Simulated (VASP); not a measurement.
VASP input:

### KPOINTS
```
Automatic mesh
0
Gamma
15 15 15
0 0 0
```

INCAR:
```
ALGO  =  Normal
EDIFF  =  1E-6
EDIFFG  =  -0.01
ENCUT  =  520
GGA  =  PE
IBRION  =  2
ISIF  =  3
ISMEAR  =  1
LASPH  =  .True.
LCHARG  =  .False.
LMAXMIX  =  6
LREAL  =  .False.
LWAVE  =  .False.
NELM  =  100
NSW  =  60
PREC  =  Accurate
SIGMA  =  0.1
SYSTEM  =  Ir
```

POSCAR:
```
Ir
1
    0.0000000000     1.9359633933     1.9359633933
    1.9359633933     0.0000000000     1.9359633933
    1.9359633933     1.9359633933     0.0000000000
Ir
1
Direct
  0.0000000000   0.0000000000   0.0000000000
```

POTCAR, in this order: Ir (PBE.64 set). Program: vasp_std.

Write an equivalent input for Ansatz.

One equivalent input (not run):
Ansatz 0.2 input:
```yaml
crystal:
  lattice:
    - [0.0000000, 1.9359634, 1.9359634]
    - [1.9359634, 0.0000000, 1.9359634]
    - [1.9359634, 1.9359634, 0.0000000]
  atoms:
    - { symbol: Ir, position: [0.0000000, 0.0000000, 0.0000000] }
kpoints:
  mp_grid: { grid: [15, 15, 15] }
hamiltonian:
  xc: pbe
  pseudopotentials: { kind: paw }
scf:
  occupations: { method: methfessel_paxton, width: 0.1 }
  max_iter: 100
relax:
  max_steps: 60
  f_tol: 0.01
  cell: {}
output: { forces: true, stress: true, eigenvalues: true }
```
Limits of the translation: each code has its own PAW files, so the cut-off isn't converted (ENCUT is set for VASP's; basis.ecutwfc is left out, and Ansatz then takes the one that its files recommend); Ansatz stops its SCF on the density residual and VASP on the energy change (EDIFF).

The compound is Ir in the fcc structure. It was relaxed first. The start is the result of an earlier pass.
